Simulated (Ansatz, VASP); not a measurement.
# Mg108O107 (V_O (F centre)) in two plane-wave programs

One calculation is typed for both programs; each brings its own data sets. How far apart do they land? The cell is taken from a series of runs on this material, whose earlier steps may have relaxed, scaled, displaced or heated it; both programs get it as it stands.

Program: Ansatz 0.2.0. Level of theory: plane waves, with VASP 6.6.1 beside it; single point at PBEsol. Results are calculated unless marked as measured.

## Step 1: The starting structure

The cell holds 215 atoms: 108 Mg and 107 O. Cell: a = 12.643 Å, b = 12.643 Å, c = 12.643 Å, α = 90.0°, β = 90.0°, γ = 90.0°. It derives from MgO (MgO (Fm-3m)). Nearest the centre at fractional (0.500, 0.500, 0.500): Mg90 at 2.08 Å, Mg56 at 2.08 Å, Mg67 at 2.08 Å, Mg55 at 2.08 Å, Mg60 at 2.08 Å, Mg54 at 2.09 Å, O197 at 3.00 Å, O208 at 3.01 Å.

## Step 2: Ansatz: single point, PBEsol

Ansatz runs on its default PAW (the set named soft_2) files.

With cell and atoms fixed, the geometry can't cause a difference; cores, projectors, grids and the points listed under the comparison can.

input.yaml reads:

```yaml
crystal:
  lattice:
    - [12.6432114, 0.0, 0.0]
    - [0.0, 12.6432114, 0.0]
    - [0.0, 0.0, 12.6432114]
  atoms:
    - { symbol: Mg, position: [-0.00030357051, -5.311794e-05, 0.00016176243] }
    - { symbol: Mg, position: [-0.00030523401, 0.16661335466, 0.16682892917] }
    - { symbol: Mg, position: [0.16636157751, -5.192025e-05, 0.16682958034] }
    - { symbol: Mg, position: [0.16636285638, 0.16661472527, 0.00016092419] }
    - { symbol: O, position: [-0.00030510406, -5.358668e-05, 0.16676085895] }
    - { symbol: O, position: [-0.00030340948, 0.16654622631, 0.00016314214] }
    - { symbol: O, position: [0.16629557128, -5.327749e-05, 0.00016292366] }
    - { symbol: O, position: [0.16625870829, 0.16651152781, 0.16672432929] }
    - { symbol: Mg, position: [-0.0003061604, -5.296172e-05, 0.33350766017] }
    - { symbol: Mg, position: [-0.00030653898, 0.16654888337, 0.50016107069] }
    - { symbol: Mg, position: [0.16629203409, -5.081079e-05, 0.50016157365] }
    - { symbol: Mg, position: [0.16636222755, 0.16661746767, 0.33352486173] }
    - { symbol: O, position: [-0.00030426054, -5.197826e-05, 0.50015929295] }
    - { symbol: O, position: [-0.00030451137, 0.1664995798, 0.3333879866] }
    - { symbol: O, position: [0.16624621972, -5.205052e-05, 0.33338791625] }
    - { symbol: O, position: [0.1659790236, 0.16623271841, 0.50015795003] }
    - { symbol: Mg, position: [-0.00030328869, -5.137046e-05, 0.66681727548] }
    - { symbol: Mg, position: [-0.00030467919, 0.16661626824, 0.83349622821] }
    - { symbol: Mg, position: [0.16636312721, -5.22556e-05, 0.83349379242] }
    - { symbol: Mg, position: [0.16636368989, 0.1666196917, 0.66679794335] }
    - { symbol: O, position: [-0.00030305212, -5.191796e-05, 0.83356386056] }
    - { symbol: O, position: [-0.00030444905, 0.16650030449, 0.66693156012] }
    - { symbol: O, position: [0.16624807624, -5.243838e-05, 0.66693161151] }
    - { symbol: O, position: [0.16625865104, 0.16651175284, 0.83359853919] }
    - { symbol: Mg, position: [-0.00030387377, 0.33329303751, 0.00016291417] }
    - { symbol: Mg, position: [-0.00030463452, 0.49994907839, 0.16676100817] }
    - { symbol: Mg, position: [0.16636438933, 0.33331060537, 0.16683132832] }
    - { symbol: Mg, position: [0.16629558248, 0.49994846661, 0.00016276424] }
    - { symbol: O, position: [-0.00030388093, 0.33317755384, 0.16671412657] }
    - { symbol: O, position: [-0.00030370123, 0.49994743295, 0.00016346683] }
    - { symbol: O, position: [0.16624769285, 0.33317648578, 0.00016214118] }
    - { symbol: O, position: [0.16598265829, 0.49994840067, 0.16644530883] }
    - { symbol: Mg, position: [-0.00030561339, 0.33323075021, 0.33344215785] }
    - { symbol: Mg, position: [-0.00030077448, 0.49994899139, 0.50016121807] }
    - { symbol: Mg, position: [0.16641019176, 0.33332247261, 0.50015975522] }
    - { symbol: Mg, position: [0.16641190375, 0.49994776377, 0.33353160229] }
    - { symbol: O, position: [-0.00030426071, 0.33326009415, 0.50015847452] }
    - { symbol: O, position: [-0.00030208725, 0.49994753727, 0.33347349685] }
    - { symbol: O, position: [0.16602555107, 0.33305332745, 0.33326381277] }
    - { symbol: O, position: [0.16668038707, 0.49994899241, 0.50015983368] }
    - { symbol: Mg, position: [-0.00030449179, 0.33323184645, 0.66688116042] }
    - { symbol: Mg, position: [-0.0003032678, 0.49994955289, 0.83356487281] }
    - { symbol: Mg, position: [0.16636548078, 0.33331272246, 0.83349245342] }
    - { symbol: Mg, position: [0.16641242448, 0.4999495986, 0.66679117694] }
    - { symbol: O, position: [-0.00030478462, 0.33317798935, 0.83361092069] }
    - { symbol: O, position: [-0.0003018948, 0.49994813965, 0.66685009538] }
    - { symbol: O, position: [0.16602371603, 0.33305283031, 0.66705442956] }
    - { symbol: O, position: [0.16597990611, 0.49994913381, 0.83387898199] }
    - { symbol: Mg, position: [-0.00030310419, 0.66660479988, 0.00016320877] }
    - { symbol: Mg, position: [-0.0003054302, 0.83328133282, 0.16682993254] }
    - { symbol: Mg, position: [0.16636703908, 0.66658406819, 0.16683250639] }
    - { symbol: Mg, position: [0.16636542215, 0.83328116512, 0.00016280543] }
    - { symbol: O, position: [-0.00030306662, 0.66671836922, 0.16671445169] }
    - { symbol: O, position: [-0.00030260025, 0.8333490777, 0.00016247891] }
    - { symbol: O, position: [0.16625088349, 0.66671938322, 0.00016230518] }
    - { symbol: O, position: [0.16626057006, 0.83338196375, 0.16672521744] }
    - { symbol: Mg, position: [-0.00030441908, 0.66666669254, 0.33344362584] }
    - { symbol: Mg, position: [-0.00030525279, 0.83334804683, 0.50016299905] }
    - { symbol: Mg, position: [0.16641205951, 0.66657602298, 0.50016083497] }
    - { symbol: Mg, position: [0.16636338182, 0.83327695465, 0.3335261726] }
    - { symbol: O, position: [-0.00030141378, 0.6666366984, 0.50016111135] }
    - { symbol: O, position: [-0.00030419461, 0.833395105, 0.33338945736] }
[... 36 lines left out ...]
    - { symbol: Mg, position: [0.3330688498, 0.49994752124, 0.16687635046] }
    - { symbol: Mg, position: [0.49969339592, 0.33332147027, 0.16687596691] }
    - { symbol: Mg, position: [0.49969657136, 0.49994814953, 0.00015946149] }
    - { symbol: O, position: [0.33279890095, 0.33305154689, 0.16649079658] }
    - { symbol: O, position: [0.33300933038, 0.49994581446, 0.00016033797] }
    - { symbol: O, position: [0.4996954049, 0.33325963284, 0.00016122625] }
    - { symbol: O, position: [0.49969521425, 0.49994602623, 0.16714479509] }
    - { symbol: Mg, position: [0.33310412641, 0.33336108218, 0.33357443956] }
    - { symbol: Mg, position: [0.33497033676, 0.49994509987, 0.50015995606] }
    - { symbol: Mg, position: [0.49969422034, 0.33521872788, 0.50015876637] }
    - { symbol: Mg, position: [0.49969362774, 0.49994492898, 0.33543897572] }
    - { symbol: O, position: [0.33141748388, 0.33166901082, 0.50015719818] }
    - { symbol: O, position: [0.33141862092, 0.49994583875, 0.33188251443] }
    - { symbol: O, position: [0.49969332274, 0.33167126869, 0.33188438005] }
    - { symbol: Mg, position: [0.33310949975, 0.33336305632, 0.6667440024] }
    - { symbol: Mg, position: [0.33306726142, 0.49994748487, 0.83344498458] }
    - { symbol: Mg, position: [0.4996965003, 0.33331978012, 0.83344604709] }
    - { symbol: Mg, position: [0.49969432435, 0.49994758058, 0.66488702372] }
    - { symbol: O, position: [0.332800471, 0.33305128474, 0.83383146248] }
    - { symbol: O, position: [0.33141727465, 0.49994603284, 0.66844081904] }
    - { symbol: O, position: [0.49969698333, 0.33167314748, 0.66843218717] }
    - { symbol: O, position: [0.49969992659, 0.49994616859, 0.83318193184] }
    - { symbol: Mg, position: [0.33297933464, 0.66666554904, 0.00016148159] }
    - { symbol: Mg, position: [0.33305902237, 0.83327705088, 0.16683399925] }
    - { symbol: Mg, position: [0.49969468895, 0.66657447388, 0.16687960908] }
    - { symbol: Mg, position: [0.49969458579, 0.83334967611, 0.00016343557] }
    - { symbol: O, position: [0.33280329553, 0.66684006967, 0.16648955196] }
    - { symbol: O, position: [0.33292621059, 0.83339405752, 0.00016212626] }
    - { symbol: O, position: [0.49969690601, 0.66663430058, 0.00016197625] }
    - { symbol: O, position: [0.49969523724, 0.83366338685, 0.16644800333] }
    - { symbol: Mg, position: [0.33311229508, 0.66653034583, 0.33357727194] }
    - { symbol: Mg, position: [0.33306726087, 0.83323014797, 0.50016247682] }
    - { symbol: Mg, position: [0.49969294147, 0.66467047744, 0.50016270317] }
    - { symbol: Mg, position: [0.49969423116, 0.83323187043, 0.33353737116] }
    - { symbol: O, position: [0.33141625387, 0.66822648399, 0.5001615434] }
    - { symbol: O, position: [0.33280245862, 0.833616252, 0.33326702815] }
    - { symbol: O, position: [0.49969567235, 0.6682214377, 0.33188823222] }
    - { symbol: O, position: [0.49969770756, 0.83296940946, 0.50016223899] }
    - { symbol: Mg, position: [0.33311143122, 0.66653076402, 0.66674625616] }
    - { symbol: Mg, position: [0.33305912158, 0.83327763407, 0.8334906084] }
    - { symbol: Mg, position: [0.49969689569, 0.66657595291, 0.83344597906] }
    - { symbol: Mg, position: [0.49969580122, 0.83323252102, 0.66678847899] }
    - { symbol: O, position: [0.33280217651, 0.66684237213, 0.833832751] }
    - { symbol: O, position: [0.3328025275, 0.83361678396, 0.66705640505] }
    - { symbol: O, position: [0.49969915625, 0.66822224667, 0.66843769548] }
    - { symbol: O, position: [0.49969690867, 0.83366380697, 0.83387927519] }
    - { symbol: Mg, position: [0.6663489054, -5.235784e-05, 0.00016478957] }
    - { symbol: Mg, position: [0.66632985183, 0.16661763963, 0.16683093538] }
    - { symbol: Mg, position: [0.83302741925, -5.316673e-05, 0.16683167287] }
    - { symbol: Mg, position: [0.83302834948, 0.16661321662, 0.00016312736] }
    - { symbol: O, position: [0.66646719575, -5.221513e-05, 0.16671716355] }
    - { symbol: O, position: [0.66646751542, 0.16650058205, 0.00016269043] }
    - { symbol: O, position: [0.83309807774, -5.273913e-05, 0.00016444186] }
    - { symbol: O, position: [0.83313205268, 0.16651069128, 0.16672686276] }
    - { symbol: Mg, position: [0.66641171097, -5.116133e-05, 0.33344615307] }
    - { symbol: Mg, position: [0.66632178856, 0.16666277951, 0.50016350716] }
    - { symbol: Mg, position: [0.83309544876, -5.210271e-05, 0.50016429613] }
    - { symbol: Mg, position: [0.83302556805, 0.16661574087, 0.33352625985] }
    - { symbol: O, position: [0.66638337423, -5.167147e-05, 0.50016141849] }
    - { symbol: O, position: [0.6665885212, 0.16627840222, 0.33326762328] }
    - { symbol: O, position: [0.83314361214, -5.426113e-05, 0.33339129228] }
    - { symbol: O, position: [0.8334095459, 0.1662328387, 0.50016095544] }
    - { symbol: Mg, position: [0.66641284617, -5.228358e-05, 0.6668814315] }
    - { symbol: Mg, position: [0.66633045073, 0.16661731768, 0.83349391193] }
    - { symbol: Mg, position: [0.83302863176, -5.193057e-05, 0.83349636365] }
    - { symbol: Mg, position: [0.83302652433, 0.16661804169, 0.66680110737] }
    - { symbol: O, position: [0.66646693935, -5.222382e-05, 0.83361243604] }
    - { symbol: O, position: [0.66658886332, 0.16627574632, 0.66705755033] }
    - { symbol: O, position: [0.83314403251, -5.194243e-05, 0.66693333452] }
    - { symbol: O, position: [0.83313283693, 0.16651195871, 0.8336001622] }
    - { symbol: Mg, position: [0.66641250259, 0.3332295281, 0.00016156216] }
    - { symbol: Mg, position: [0.66632230935, 0.49994775655, 0.16687689565] }
    - { symbol: Mg, position: [0.83302568798, 0.33331032357, 0.16683090475] }
    - { symbol: Mg, position: [0.83309618268, 0.49994775614, 0.00016462518] }
    - { symbol: O, position: [0.66658968892, 0.33305369702, 0.16649100157] }
    - { symbol: O, position: [0.66638506383, 0.49994658564, 0.00016236661] }
    - { symbol: O, position: [0.83314369946, 0.33317624877, 0.00016332452] }
    - { symbol: O, position: [0.83341159906, 0.49994695926, 0.1664493408] }
    - { symbol: Mg, position: [0.66628306742, 0.33336061559, 0.33357260733] }
    - { symbol: Mg, position: [0.6644331856, 0.49994801155, 0.5001644904] }
    - { symbol: Mg, position: [0.8329825407, 0.33332127337, 0.50016254956] }
    - { symbol: Mg, position: [0.83298310629, 0.49994689215, 0.33353535677] }
    - { symbol: O, position: [0.66796944772, 0.33167611286, 0.50016233911] }
    - { symbol: O, position: [0.66796977169, 0.49994463314, 0.33189042539] }
    - { symbol: O, position: [0.83336592855, 0.33305248547, 0.33326746733] }
    - { symbol: O, position: [0.83271845808, 0.49994852186, 0.50016169309] }
    - { symbol: Mg, position: [0.66628089699, 0.33335920144, 0.66675031359] }
    - { symbol: Mg, position: [0.66632382179, 0.49994878198, 0.83344811808] }
    - { symbol: Mg, position: [0.83302586328, 0.33331137025, 0.83349592708] }
    - { symbol: Mg, position: [0.83298448917, 0.49994807093, 0.66679283804] }
    - { symbol: O, position: [0.66659006482, 0.33305217098, 0.83383331571] }
    - { symbol: O, position: [0.6679708659, 0.4999474753, 0.66843259741] }
    - { symbol: O, position: [0.83336578276, 0.33305316867, 0.66705627635] }
    - { symbol: O, position: [0.83341059992, 0.49994860701, 0.83387809554] }
    - { symbol: Mg, position: [0.66641293765, 0.66666683188, 0.00016574415] }
    - { symbol: Mg, position: [0.66632940689, 0.83327938389, 0.16683672359] }
    - { symbol: Mg, position: [0.8330239941, 0.66658639311, 0.16683448921] }
    - { symbol: Mg, position: [0.8330274993, 0.83328185578, 0.00016498086] }
    - { symbol: O, position: [0.66658943309, 0.66684000148, 0.16649517626] }
    - { symbol: O, position: [0.66646731054, 0.83339462549, 0.00016569784] }
    - { symbol: O, position: [0.83314465277, 0.66671766693, 0.00016512026] }
    - { symbol: O, position: [0.83313069137, 0.83338300085, 0.16672755073] }
    - { symbol: Mg, position: [0.66628010849, 0.66653374291, 0.33357924661] }
    - { symbol: Mg, position: [0.66632301492, 0.8332322845, 0.50016382557] }
    - { symbol: Mg, position: [0.83298351877, 0.66657545239, 0.5001647172] }
    - { symbol: Mg, position: [0.83302433974, 0.83327786439, 0.33352775061] }
    - { symbol: O, position: [0.66797418737, 0.66822202345, 0.50016473226] }
    - { symbol: O, position: [0.66658892988, 0.83361540486, 0.33326979582] }
    - { symbol: O, position: [0.83336678985, 0.66684103214, 0.33326996256] }
    - { symbol: O, position: [0.83341117619, 0.83366160729, 0.50016281384] }
    - { symbol: Mg, position: [0.66628366505, 0.66653576622, 0.66675147794] }
    - { symbol: Mg, position: [0.66633199555, 0.83327977131, 0.83349516973] }
    - { symbol: Mg, position: [0.8330277438, 0.66658547245, 0.83349651083] }
    - { symbol: Mg, position: [0.8330277121, 0.83327766908, 0.66680107257] }
    - { symbol: O, position: [0.66659180708, 0.66684223681, 0.83383448469] }
    - { symbol: O, position: [0.6665920676, 0.83361818717, 0.66705909082] }
    - { symbol: O, position: [0.83336926778, 0.66684061467, 0.66705788532] }
    - { symbol: O, position: [0.83313299758, 0.83338209031, 0.83360029233] }
  host:
    repeats: [3, 3, 3]
    atoms:
      - { symbol: Mg, position: [0.0, 0.0, 0.0] }
      - { symbol: Mg, position: [0.0, 0.5, 0.5] }
      # ... 6 more atoms of the perfect host
basis:
  ecutwfc: 420
  xc_grid: 2
hamiltonian:
  xc: pbesol
kpoints:
  mp_grid: { grid: [1, 1, 1] }
scf:
  occupations: { method: fermi_dirac, width: 0.01 }
  max_iter: 60
output:
  forces: true
  charged_corrections:
    epsilon: 3.25
    static_epsilon: 10.37
    defect_position: [0.5, 0.5, 0.5]
checkpoint:
  read: "../q0.relax_smeared.run"
  write: "../cc1.q0.lm0.5.run"
  compress: false
  write_wavefunctions: false
  write_every: 100000
```

Command:

```sh
ansatz run input.yaml --threads 12 --pin off --max-ram 56524MiB --backend cuda --events-out ev --progress --plain --runs-dir out
```

What it wrote:

```text
Warning: the atoms were moved onto the symmetric positions of the space group found under crystal.symmetry.tolerance 1.0e-5 (fractional; no operation is sought that the atoms, as they stand in a round [...]
Warning: at least one further symmetry operation maps every atom of the structure, as the run holds it, onto an atom to within 1.22e-5 (fractional), and is not used: to satisfy it, and what else the a [...]
Warning: checkpoint.read: the run can stay near the saved state's solution: 211 site(s) moved relative to the saved geometry (max |Δs| = 3.420e-3 fractional); the SCF starts from the saved state under [...]
[...]
SCF 1 converged in 7 iterations: F = -266828.849873 eV  dr2 = 2.13e-8
[...]
SCF converged after 7 iterations
[...]
```

[end of part 1 of 2]

[Lines on the potential files, build, host, timing and source positions are cut from VASP's logs without a mark.]

[Logs are printed without paths, hosts, clocks, repeated set-up lines and the standing remarks that a program may print on its own settings, such as how far it seeks lower states.]

[Hosts, paths, dates, database ids (printed as entryN), source tags and the programs' standing remarks are cut or masked in the printed files.]
